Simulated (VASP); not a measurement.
# SiHClO: screened Coulomb integrals of an active space by constrained RPA

SiHClO, molecule in box, 4 atoms in the cell.

| Functional | Screened U within a state, mean (eV) | Screened U' between states, mean (eV) | Screened J (eV) | Bare U within a state, mean (eV) | Bare U' between states, mean (eV) | Time (s) |
|---|---|---|---|---|---|---|
| LDA | 7.05 | 6.61 | 0.71 | 9.65 | 8.89 | 212 |
| PBE | 7.07 | 6.62 | 0.72 | 9.65 | 8.89 | 215 |
| r2SCAN | 7.32 | 6.85 | 0.77 | 9.76 | 8.99 | 606 |
| PBE0 | 7.56 | 7.06 | 0.78 | 9.65 | 8.87 | 268 |
| HSE06 | 7.37 | 6.88 | 0.77 | 9.66 | 8.88 | 221 |

Limits: the periodic box is only 6.43 Å wide at its narrowest and no larger one was tried.

## Input of the first row

INCAR.step1:
```
ENCUT = 420
PREC = Accurate
ISMEAR = -1
SIGMA = 0.02
LASPH = True
EDIFF = 1E-7
GGA = CA
ALGO = Normal
NELM = 150
LWAVE = True
LCHARG = False
```

INCAR.step2, as INCAR.step1 but for:
```
- ALGO = Normal
- NELM = 150
+ ALGO = Exact
+ NELM = 1
+ NBANDS = 129
+ LOPTICS = True
```

INCAR.step3:
```
ENCUT = 420
PREC = Accurate
ISMEAR = -1
SIGMA = 0.02
LASPH = True
GGA = CA
ALGO = CRPA
NBANDS = 132
ENCUTGW = 90
PRECFOCK = Fast
LOCALIZED_BASIS = BLOCH
LWAVE = False
LCHARG = False
NCRPA_BANDS = 9 10
NTARGET_STATES = 9 10
```

KPOINTS:
```
k-points
0
Gamma
  1 1 1
```

POSCAR:
```
SiHClO
1.0
    7.5700000000      0.0000000000      0.0000000000
    0.0000000000      6.7700000000      0.0000000000
    0.0000000000      0.0000000000      6.4300000000
O Si Cl H
1 1 1 1
Direct
    0.3299801900      0.5524150600      0.4623328200
    0.3930713400      0.3692688300      0.6109642400
    0.6700198100      0.3823707600      0.5758786800
    0.4159775500      0.6307311700      0.3890357600
```

Commands (each step's output is kept before the next begins):
```
cat potpaw_LDA.64/O_GW/POTCAR potpaw_LDA.64/Si_GW/POTCAR potpaw_LDA.64/Cl_GW/POTCAR potpaw_LDA.64/H_GW/POTCAR > POTCAR
cp INCAR.step1 INCAR
mpirun -np 4 vasp_std > vasp.out
cp INCAR.step2 INCAR
mpirun -np 4 vasp_std > vasp.out
cp INCAR.step3 INCAR
mpirun -np 4 vasp_std > vasp.out
```

Changes of the last row against the first:
```
(all steps)
- GGA = CA
+ GGA = PE
+ LHFCALC = True
+ HFSCREEN = 0.2
- cat potpaw_LDA.64/O_GW/POTCAR potpaw_LDA.64/Si_GW/POTCAR potpaw_LDA.64/Cl_GW/POTCAR potpaw_LDA.64/H_GW/POTCAR > POTCAR
+ cat potpaw_PBE.64/O_GW/POTCAR potpaw_PBE.64/Si_GW/POTCAR potpaw_PBE.64/Cl_GW/POTCAR potpaw_PBE.64/H_GW/POTCAR > POTCAR
```

VASP 6.6.1 took 212 s on 4 cores (Intel Xeon Platinum 8488C (Sapphire Rapids)), a shared host.
